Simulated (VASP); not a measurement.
These are PBEsol GGA, VASP's PBE PAW potentials (set 64) (plane waves; VASP 6.6.1) values and carry that method's errors.

A VASP calculation is set up with these files.

File POSCAR:
```
Hf3NbN4
1.0
  4.4875000000   0.0000000000   0.0000000000
  0.0000000000   4.4875000000   0.0000000000
  0.0000000000   0.0000000000   4.4875000000
Nb N Hf
1 4 3
Direct
  0.0000000000   0.0000000000   0.0000000000
  0.5000000000   0.5000000000   0.5000000000
  0.0000000000   0.0000000000   0.5000000000
  0.0000000000   0.5000000000   0.0000000000
  0.5000000000   0.0000000000   0.0000000000
  0.5000000000   0.5000000000   0.0000000000
  0.5000000000   0.0000000000   0.5000000000
  0.0000000000   0.5000000000   0.5000000000
```

INCAR:
```
# general
SYSTEM  = Hf3NbN4
PREC    = Accurate
ENCUT   = 520
LREAL   = F
LASPH   = T

# electronic loop
EDIFF   = 1E-6
NELM    = 100
ALGO    = Normal
LMAXMIX = 6

# smearing
ISMEAR  = 1
SIGMA   = 0.1

# functional
GGA     = PS

# ions
IBRION  = 2
NSW     = 60
ISIF    = 3
EDIFFG  = -0.01

# output
LWAVE   = F
LCHARG  = F
```

**KPOINTS**
```
Automatic mesh
0
Gamma
8 8 8
0 0 0
```

POTCAR, in this order: Nb_sv N Hf_pv (PBE.64 set). Program: vasp_std.

Unless said otherwise, spin-orbit coupling is left out, though it shifts the bands of the heavy elements here.

### Question
Estimate the energy per atom (σ→0), volume per atom, band gap (on the k-mesh).

### Answer

```
Property                                                    Result
------------------------  ----------------------------------------
energy per atom (σ→0)                              -11.361 eV/atom
band gap (on the k-mesh)  none (metal, semimetal or under 0.01 eV)
volume per atom                                      11.12 Å³/atom
```

OSZICAR:
```
...
DAV:   4    -0.908847463886E+02    0.14256E-01   -0.92111E-02  4243   0.212E+00    0.129E+00
DAV:   5    -0.908852299397E+02   -0.48355E-03   -0.71276E-03  3671   0.462E-01    0.124E+00
DAV:   6    -0.908861226052E+02   -0.89267E-03   -0.15456E-03  4240   0.200E-01    0.584E-01
DAV:   7    -0.908864224798E+02   -0.29987E-03   -0.11518E-03  4136   0.203E-01    0.256E-01
DAV:   8    -0.908864187407E+02    0.37391E-05   -0.25924E-04  3839   0.852E-02    0.106E-01
DAV:   9    -0.908864198089E+02   -0.10682E-05   -0.17867E-05  4165   0.248E-02    0.497E-02
DAV:  10    -0.908864188897E+02    0.91920E-06   -0.69904E-06  3610   0.159E-02
   3 F= -.90886419E+02 E0= -.90885886E+02  d E =-.219431E-01
```

The structure was generated: Hf3NbN4 was put into an ordered model structure (Pm-3m), which need not be its known phase. This run relaxes it. Symmetry was kept, so distortions that lower it aren't found. The electron count is odd and the run is not spin-polarised, which forces a metal.
